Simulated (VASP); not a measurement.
Here is the system:

```
CELL_PARAMETERS angstrom
      4.73935     0.00000     0.00000
      0.00000     4.73935     0.00000
      0.00000     0.00000     3.16310
ATOMIC_POSITIONS crystal
  Zn 0.00000 0.00000 0.00000
  Zn 0.50000 0.50000 0.50000
  F  0.30303 0.30303 0.00000
  F  0.80303 0.19697 0.50000
  F  0.19697 0.80303 0.50000
  F  0.69697 0.69697 0.00000
```

Method: optB86b-vdW, VASP's PBE PAW potentials (set 64) (plane waves; VASP). Run with 520 eV cut-off, 5×5×8 Γ-centred mesh, tetrahedra with Blöchl corrections, potentials Zn F.

Problem. What does the run give for the energy per atom (σ→0), band gap (on the k-mesh) with the smallest direct gap where there is one?

Solution. 
The band gap (on the k-mesh) is 3.46 eV and the smallest direct gap (on the k-mesh) comes out as 3.46 eV. The energy per atom (σ→0) comes out as -156.5 kJ/mol of atoms.

The compound is ZnF2 in the rutile structure. It was relaxed first.
